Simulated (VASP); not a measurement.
OSZICAR of a VASP run on Ni (fcc):

**OSZICAR**
```
       N       E                     dE             d eps       ncg     rms          rms(c)
DAV:   1     0.256956445275E+02    0.25696E+02   -0.48746E+03  5293   0.144E+03
DAV:   2    -0.346810960121E+01   -0.29164E+02   -0.28145E+02  5273   0.167E+02
DAV:   3    -0.390265433625E+01   -0.43454E+00   -0.43392E+00  6081   0.269E+01
DAV:   4    -0.390681748544E+01   -0.41631E-02   -0.41625E-02  5983   0.234E+00
DAV:   5    -0.390692209997E+01   -0.10461E-03   -0.10461E-03  6010   0.317E-01    0.101E+01
DAV:   6    -0.321764579789E+01    0.68928E+00   -0.16259E+01  5474   0.659E+01    0.564E+00
DAV:   7    -0.291423975355E+01    0.30341E+00   -0.26363E+00  5510   0.251E+01    0.194E+00
DAV:   8    -0.289738179795E+01    0.16858E-01   -0.21725E-02  7436   0.174E+00    0.916E-01
DAV:   9    -0.289514090259E+01    0.22409E-02   -0.14650E-03  7729   0.382E-01    0.253E-01
DAV:  10    -0.289460857920E+01    0.53232E-03   -0.57317E-04  6819   0.204E-01    0.288E-02
DAV:  11    -0.289460937033E+01   -0.79114E-06   -0.22095E-05  6788   0.587E-02    0.309E-02
DAV:  12    -0.289461081736E+01   -0.14470E-05   -0.11065E-06  3252   0.139E-02    0.686E-03
DAV:  13    -0.289461099475E+01   -0.17740E-06   -0.37898E-07  2689   0.817E-03
   1 F= -.28946110E+01 E0= -.28946758E+01  d E =-.289461E+01  mag=     0.5828
```

Task: Which electronic solver shows in the log?

Result: It is blocked Davidson (ALGO = Normal, or the opening steps of other solvers). The INCAR had ALGO = Normal.

Task: How was spin treated?

Result: Collinear spin (ISPIN = 2): the summary line carries one mag value, 0.58 μB in the cell.

Task: Can the final energy be trusted as converged?

Result: The calculation finished and met its thresholds. It stopped with EDIFF = 1E-6, NELM = 100, NSW = 60 and EDIFFG = -0.01 after 1 ionic step (optB86b-vdW, plane waves, VASP's PBE PAW potentials (set 64)).

The compound is Ni in the fcc structure. It was relaxed first. The start is the result of an earlier pass.
